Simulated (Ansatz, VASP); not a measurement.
# BeHg: VASP beside Ansatz, part 2 of 2

One calculation is typed for both programs; each brings its own data sets. How far apart do they land? The cell is generated by rule, not measured, and may not be a known phase. The cell is taken from a series of runs on this material, whose earlier steps may have relaxed, scaled, displaced or heated it; both programs get it as it stands.

VASP 6.6.1 and Ansatz 0.2.0.

So far: Set-up; VASP: relaxation of cell and atoms, PBEsol, pair 1; Ansatz: relaxation of cell and atoms, PBEsol, pair 1; Differences; Ansatz: relaxation of cell and atoms, PBEsol, pair 2.

**6. VASP: relaxation of cell and atoms, PBEsol, pair 2**

Level of this step: PBEsol; plane waves and PAW (Be, Hg); invented cell (VASP).

The same cell, functional, mesh and smearing now go to VASP, with its own data sets.

INCAR

```
SYSTEM = BeHg
PREC = Accurate
ENCUT = 600
EDIFF = 1E-07
NELM = 120
ISMEAR = 1
SIGMA = 0.15
LREAL = .FALSE.
ALGO = Normal
GGA = PS
NBANDS = 20
LORBIT = 11
LWAVE = .FALSE.
LCHARG = .FALSE.
ISIF = 3
IBRION = 2
NSW = 80
EDIFFG = -0.005
LASPH = .TRUE.
GGA_COMPAT = .FALSE.
NELMIN = 4
KPAR = 2
```

POSCAR

```
BeHg
1.0
    3.0448850000     -3.2402600000      0.0000000000
    3.0448850000      3.2402600000      0.0000000000
    0.0000000000      0.0000000000      2.9868620000
Be Hg
2 2
Direct
    0.1942106188      0.1942106188      0.5000000000
    0.8057893812      0.8057893812      0.5000000000
    0.7215998099      0.2784001901      0.0000000000
    0.2784001901      0.7215998099      0.0000000000
```

KPOINTS

```
Automatic mesh
0
Gamma
8 8 12
0 0 0
```

Potentials, in the order of the species: Be and Hg (PBE family, release 64).

Command:

```sh
$ mpirun -np 2 vasp_std
```

Numbers of over 12 decimals in the logs are rounded to 6 here.

The program printed:

```text
[banner, memory and clock lines left out]
running    2 mpi-ranks, on    1 nodes
[...]
[... a notice as in an earlier step ...]

 LDA part: xc-table for (Slater+PW92), standard interpolation
 POSCAR, INCAR and KPOINTS ok, starting setup
[...]
entering main loop
       N       E                     dE             d eps       ncg     rms          rms(c)
DAV:   1     0.203466645857E+03    0.20347E+03   -0.15039E+04  5880   0.149E+03
DAV:   2    -0.242419321171E+01   -0.20589E+03   -0.19718E+03  6056   0.350E+02
DAV:   3    -0.844936662162E+01   -0.60252E+01   -0.59483E+01  7296   0.635E+01
DAV:   4    -0.848317229685E+01   -0.33806E-01   -0.33748E-01  6520   0.437E+00
[...]
DAV:  11    -0.745766723848E+01    0.21450E-06   -0.16398E-05  6892   0.362E-02    0.576E-03
DAV:  12    -0.745766711507E+01    0.12341E-06   -0.21553E-06  6596   0.153E-02    0.176E-03
DAV:  13    -0.745766711655E+01   -0.14797E-08   -0.16480E-07  4356   0.451E-03
   1 F= -.74576671E+01 E0= -.74578023E+01  d E =-.745767E+01
[... from here on, the cycles between the ionic steps are left out ...]
   2 F= -.74583591E+01 E0= -.74584359E+01  d E =-.691986E-03
   3 F= -.74584556E+01 E0= -.74585487E+01  d E =-.788522E-03
   4 F= -.74584746E+01 E0= -.74585614E+01  d E =-.189587E-04
   5 F= -.74584835E+01 E0= -.74585623E+01  d E =-.278625E-04
[...]
reached required accuracy - stopping structural energy minimisation
```

Parts of OUTCAR (step 6):

```text
  Total        0.0043400     -0.0044189      0.0037882      0.0000000      0.0000000      0.0000000
  in kB        0.1172224     -0.1193551      0.1023189      0.0000000      0.0000000      0.0000000
  external PRESSURE =       0.0333954 kB  Pullay stress =       0.0000000 kB

 POSITION                                       TOTAL-FORCE (eV/Angst)
 -----------------------------------------------------------------------------------
      1.18524      0.00000      1.49658         0.002573     -0.000000     -0.000000
      4.91899      0.00000      1.49658        -0.002573     -0.000000      0.000000
      3.05212     -1.44120      0.00000         0.000000      0.000041     -0.000000
      3.05212      1.44120      0.00000         0.000000     -0.000041      0.000000
 -----------------------------------------------------------------------------------
    total drift:                               -0.000000     -0.000000     -0.000000

  FREE ENERGIE OF THE ION-ELECTRON SYSTEM (eV)
  ---------------------------------------------------
  free  energy   TOTEN  =        -7.4584835007 eV

  energy  without entropy=       -7.4587199802  energy(sigma->0) =       -7.45856233

[... 1 part as in an earlier step ...]

[... 3 further parts left out ...]
[key lines of the parts left out:]
E-fermi :   5.2824
```

**7. Side by side**

What differs besides the data sets and the points named for the pairs above, as far as they apply: the data sets hold 48 valence electrons in Ansatz (on norm-conserving files, of PseudoDojo where its log says so) and 28 in VASP. Total energies have different zeros and are not compared.

Compared:

| quantity | Ansatz | VASP | difference |
| --- | --- | --- | --- |
| volume (Å³) | 58.94 | 59.32 | -0.64 % |
| edge a after relaxation, in the typed setting (Å) | 4.446 | 4.456 | -0.22 % |
| edge c after relaxation, in the typed setting (Å) | 2.987 | 2.993 | -0.21 % |

**8. Ansatz: relaxation of cell and atoms, PBEsol, pair 3**

The relaxed volume is the usual yardstick between codes: in a stiff, nearly cubic crystal its relative difference is about their pressure difference at one cell divided by the bulk modulus.

The cell is taken from a series of runs on this material, whose earlier steps may have relaxed, scaled, displaced or heated it; both programs get it as it stands.

input.yaml

```yaml
crystal:
  lattice:
    - [3.9186220487, 0.0, 0.0]
    - [0.0, 3.0670232962, 0.0]
    - [0.0, 0.0, 4.9874074944]
  atoms:
    - { symbol: Be, position: [0.25, 0.5, 0.8626720952] }
    - { symbol: Be, position: [0.75, 0.5, 0.1373279048] }
    - { symbol: Hg, position: [0.75, 0.0, 0.7142900598] }
    - { symbol: Hg, position: [0.25, 0.0, 0.2857099402] }
kpoints:
  mp_grid: { grid: [10, 12, 8] }
hamiltonian:
  xc: pbesol
  pseudopotentials: { kind: nc, accuracy: standard }
scf:
  occupations: { method: methfessel_paxton, width: 0.15 }
output:
  forces: true
  stress: true
  eigenvalues: true
relax:
  adjacent_minimum: "off"
  f_tol: 0.001
  max_steps: 60
  cell: { stress_tol: 0.01 }
```

Command:

```sh
$ ansatz run input.yaml --threads 4 --pin off --max-ram 7168MiB --backend cpu --events-out ev --progress --plain --runs-dir out
```

The program printed:

```text
[...]
Crystal: 4 atoms, lattice volume = 59.941 Å³
Basis set: ecut = 1197.300995 eV, 5627 PW (Γ), exchange–correlation on 90×72×120 points (8 copies of the dense FFT grid, shifted against one another)
Bands: 29, of which v1, the nominal top of the filled ones, is band 24 counted from 1 (23 counted from 0)
Symmetry: 8 space group operations
[...]
k-points: 210 of 960
[...]
--- Relaxed structure (6 steps of the walk, 6 accepted, 1 SCFs on fresh bases) ---
[...]
cell:  # Å, volume = 59.9537 Å³
    - [3.930428, 0, 0]
    - [0, 3.062491, 0]
    - [0, 0, 4.980825]
  atoms:
    - { symbol: Be, position: [0.250000, 0.5, 0.860855] }
    - { symbol: Be, position: [0.750000, 0.5, 0.139145] }
    - { symbol: Hg, position: [0.750000, 0, 0.714288] }
    - { symbol: Hg, position: [0.250000, 0, 0.285712] }
[key lines of the parts left out:]
SCF converged after 5 iterations
Free energy (F): -9818.297261 eV
Fermi energy:    14.954682 eV
P = ⅓ Tr σ = -0.0002 GPa (-0.002 kbar)
```

**9. VASP: relaxation of cell and atoms, PBEsol, pair 3**

The same cell, functional, mesh and smearing now go to VASP, with its own data sets.

INCAR is that of step 6.

POSCAR

```
BeHg
1.0
    3.9186220000      0.0000000000      0.0000000000
    0.0000000000      3.0670230000      0.0000000000
    0.0000000000      0.0000000000      4.9874070000
Be Hg
2 2
Direct
    0.2500001276      0.5000001630      0.8626721260
    0.7500001276      0.5000001630      0.1373278740
    0.7500001276      0.0000000000      0.7142902113
    0.2500001276      0.0000000000      0.2857099892
```

KPOINTS

```
Automatic mesh
0
Gamma
10 12 8
0 0 0
```

Command:

```sh
$ mpirun -np 2 vasp_std
```

The program printed:

```text
[... set-up lines as in an earlier step ...]
 entering main loop
       N       E                     dE             d eps       ncg     rms          rms(c)
DAV:   1     0.202694539452E+03    0.20269E+03   -0.15041E+04  8400   0.149E+03
DAV:   2    -0.259720659194E+01   -0.20529E+03   -0.19671E+03  8708   0.348E+02
DAV:   3    -0.873843969106E+01   -0.61412E+01   -0.60718E+01 10340   0.639E+01
DAV:   4    -0.877175954025E+01   -0.33320E-01   -0.33283E-01  9368   0.437E+00
[...]
DAV:  11    -0.759942404898E+01    0.34966E-05   -0.16015E-05  9848   0.369E-02    0.629E-03
DAV:  12    -0.759942453119E+01   -0.48220E-06   -0.11951E-06  9216   0.734E-03    0.146E-03
DAV:  13    -0.759942451958E+01    0.11609E-07   -0.73366E-08  5280   0.181E-03
   1 F= -.75994245E+01 E0= -.75990033E+01  d E =-.759942E+01
[... from here on, the cycles between the ionic steps are left out ...]
   2 F= -.76003587E+01 E0= -.75999563E+01  d E =-.934136E-03
   3 F= -.76004398E+01 E0= -.76000324E+01  d E =-.101528E-02
   4 F= -.76005013E+01 E0= -.76000834E+01  d E =-.615041E-04
   5 F= -.76005563E+01 E0= -.76001148E+01  d E =-.116464E-03
   6 F= -.76005832E+01 E0= -.76001458E+01  d E =-.268934E-04
   7 F= -.76005952E+01 E0= -.76001634E+01  d E =-.389529E-04
   8 F= -.76006015E+01 E0= -.76001748E+01  d E =-.625100E-05
   9 F= -.76006038E+01 E0= -.76001753E+01  d E =-.860878E-05
[...]
reached required accuracy - stopping structural energy minimisation
```

Parts of OUTCAR (step 9):

```text
  Total        0.0124194      0.0094457     -0.0096888      0.0000000      0.0000000      0.0000000
  in kB        0.3297852      0.2508218     -0.2572765      0.0000000      0.0000000      0.0000000
  external PRESSURE =       0.1077768 kB  Pullay stress =       0.0000000 kB

 POSITION                                       TOTAL-FORCE (eV/Angst)
 -----------------------------------------------------------------------------------
      0.98236      1.53425      4.30992        -0.000000      0.000000     -0.000399
      2.94709      1.53425      0.69415         0.000000      0.000000      0.000399
      2.94709      0.00000      3.57734         0.000000      0.000000      0.001793
      0.98236      0.00000      1.42673        -0.000000      0.000000     -0.001793
 -----------------------------------------------------------------------------------
    total drift:                               -0.000012      0.000031     -0.000469

  FREE ENERGIE OF THE ION-ELECTRON SYSTEM (eV)
  ---------------------------------------------------
  free  energy   TOTEN  =        -7.6006038254 eV

  energy  without entropy=       -7.5993181521  energy(sigma->0) =       -7.60017527

[... 1 part as in an earlier step ...]

[... 3 further parts left out ...]
[key lines of the parts left out:]
E-fermi :   4.9102
```

**10. Differences**

What differs besides the data sets and the points named for the pairs above, as far as they apply: the data sets hold 48 valence electrons in Ansatz (on norm-conserving files, of PseudoDojo where its log says so) and 28 in VASP. Total energies have different zeros and are not compared.

Both answers:

| quantity | Ansatz | VASP | difference |
| --- | --- | --- | --- |
| volume (Å³) | 59.95 | 60.34 | -0.63 % |
| edge a after relaxation, in the typed setting (Å) | 3.930 | 3.929 | +0.03 % |
| edge b after relaxation, in the typed setting (Å) | 3.062 | 3.068 | -0.20 % |
| edge c after relaxation, in the typed setting (Å) | 4.981 | 5.004 | -0.47 % |

**11. Summary of results**

| Item | Value |
| --- | --- |
| difference in volume (relaxation of cell and atoms, PBEsol, pair 1) | -0.60 % |
| difference in volume (relaxation of cell and atoms, PBEsol, pair 2) | -0.64 % |
| difference in volume (relaxation of cell and atoms, PBEsol, pair 3) | -0.63 % |

In words: The difference in volume is -0.64 % (relaxation of cell and atoms, PBEsol, pair 2), within the 1.2 % picked in this series as the mark of a large difference, as far as the stopping tolerances let one tell. The data sets hold unlike numbers of valence electrons (24 in Ansatz and 14 in VASP and 48 in Ansatz and 28 in VASP), so part of the differences comes from the potentials. 3 further runs of this series are not shown here. How closely two codes agree says nothing of how well the functional describes the real material.

[Lines on the potential files, build, host, timing and source positions are cut from VASP's logs without a mark.]

[Logs are printed without paths, hosts, clocks, repeated set-up lines and the standing remarks that a program may print on its own settings, such as how far it seeks lower states.]

[Hosts, paths, dates, database ids (printed as entryN), source tags and the programs' standing remarks are cut or masked in the printed files.]
